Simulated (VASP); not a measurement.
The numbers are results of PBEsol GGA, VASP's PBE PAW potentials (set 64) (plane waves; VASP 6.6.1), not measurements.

A VASP calculation is set up with these files.

**INCAR**
```
ALGO = Normal
EDIFF = 1E-6
EDIFFG = -0.02
ENCUT = 500
GGA = PS
IBRION = 2
ISIF = 3
ISMEAR = 0
LASPH = .True.
LCHARG = .False.
LMAXMIX = 4
LREAL = .False.
LWAVE = .False.
NELM = 100
NSW = 40
PREC = Accurate
PSTRESS = 100
SIGMA = 0.05
SYSTEM = CuGaSe2
```

**KPOINTS**
```
Automatic mesh
0
Gamma
6 6 6
0 0 0
```

### POSCAR
```
CuGaSe2
1
   -2.6908049141     2.6908049141     5.3403040544
    2.6908049141    -2.6908049141     5.3403040544
    2.6908049141     2.6908049141    -5.3403040544
Ga Cu Se
2 2 4
Direct
  0.5000000000   0.5000000000   0.0000000000
  0.2500000000   0.7500000000   0.5000000000
  0.0000000000   0.0000000000   0.0000000000
  0.7500000000   0.2500000000   0.5000000000
  0.8750000000   0.8837464201   0.5087464201
  0.1162535799   0.6250000000   0.9912535799
  0.3750000000   0.3662535799   0.4912535799
  0.6337464201   0.1250000000   0.0087464201
```

POTCAR, in this order: Ga_d Cu Se (PBE.64 set). Program: vasp_std.

The run wrote:

File OSZICAR:
```
       N       E                     dE             d eps       ncg     rms          rms(c)
DAV:   1     0.718889425582E+03    0.71889E+03   -0.31267E+04  2618   0.229E+03
DAV:   2     0.999091558951E+02   -0.61898E+03   -0.60328E+03  2596   0.578E+02
DAV:   3    -0.258592819954E+02   -0.12577E+03   -0.12196E+03  3155   0.220E+02
DAV:   4    -0.358742855651E+02   -0.10015E+02   -0.98978E+01  3637   0.614E+01
DAV:   5    -0.361655354498E+02   -0.29125E+00   -0.29028E+00  3749   0.116E+01    0.144E+01
DAV:   6    -0.363102489428E+02   -0.14471E+00   -0.47472E+01  3551   0.113E+02    0.103E+01
DAV:   7    -0.337986390788E+02    0.25116E+01   -0.11017E+01  3248   0.810E+01    0.410E+00
DAV:   8    -0.340712647459E+02   -0.27263E+00   -0.51570E+00  4080   0.284E+01    0.349E+00
DAV:   9    -0.339100489795E+02    0.16122E+00   -0.12603E+00  3653   0.205E+01    0.489E-01
DAV:  10    -0.339158699839E+02   -0.58210E-02   -0.72633E-02  4373   0.401E+00    0.291E-01
DAV:  11    -0.339159242917E+02   -0.54308E-04   -0.18838E-02  3760   0.245E+00    0.142E-01
DAV:  12    -0.339156999999E+02    0.22429E-03   -0.29711E-03  3712   0.115E+00    0.168E-02
DAV:  13    -0.339157135373E+02   -0.13537E-04   -0.23508E-04  3842   0.204E-01    0.165E-02
DAV:  14    -0.339157154714E+02   -0.19341E-05   -0.32821E-05  3637   0.811E-02    0.437E-03
DAV:  15    -0.339157156555E+02   -0.18405E-06   -0.24501E-06  2268   0.312E-02
   1 F= -.24262326E+02 E0= -.24262326E+02  d E =-.242623E+02
```

### OUTCAR
```
------------------------ aborting loop because EDIFF is reached ----------------------------------------
  FORCE on cell =-STRESS in cart. coord.  units (eV):
  Direction    XX          YY          ZZ          XY          YZ          ZX
  --------------------------------------------------------------------------------------
  Total        9.5074720      9.5074720      9.5175140      0.0000000      0.0000000      0.0000000
  in kB       98.4884357     98.4884357     98.5924610      0.0000000      0.0000000      0.0000000
  external PRESSURE =      -1.4768892 kB  Pullay stress =     100.0000000 kB
  volume of cell :      154.66
      direct lattice vectors                 reciprocal lattice vectors
    -2.690804914  2.690804914  5.340304054     0.000000000  0.185818005  0.093627628
     2.690804914 -2.690804914  5.340304054     0.185818005  0.000000000  0.093627628
     2.690804914  2.690804914 -5.340304054     0.185818005  0.185818005  0.000000000
 POSITION                                       TOTAL-FORCE (eV/Angst)
 -----------------------------------------------------------------------------------
      0.00000      0.00000      5.34030         0.000000      0.000000     -0.000000
      2.69080     -0.00000      2.67015         0.000000     -0.000000     -0.000000
      0.00000      0.00000      0.00000         0.000000     -0.000000      0.000000
     -0.00000      2.69080      2.67015         0.000000     -0.000000      0.000000
      1.39247      1.34540      6.67538         0.013726      0.000000      0.000000
      4.03621      1.29833     -1.33508        -0.000000     -0.013726     -0.000000
      1.29833      1.34540      1.33508        -0.013726     -0.000000     -0.000000
     -1.34540      1.39247      4.00523         0.000000      0.013726      0.000000
 -----------------------------------------------------------------------------------
    total drift:                                0.000003      0.000003      0.000002
  FREE ENERGIE OF THE ION-ELECTRON SYSTEM (eV)
  ---------------------------------------------------
  free  energy   TOTEN  =       -33.9157156555 eV

  energy  without entropy=      -33.9157156555  energy(sigma->0) =      -33.91571566
  enthalpy is  TOTEN    =       -24.2623264185 eV   P V=        9.6533892370

 reached required accuracy - stopping structural energy minimisation
```
(Selected blocks of OUTCAR.)

The compound is CuGaSe2 in the chalcopyrite structure. It was relaxed first under an external pressure of 10 GPa.
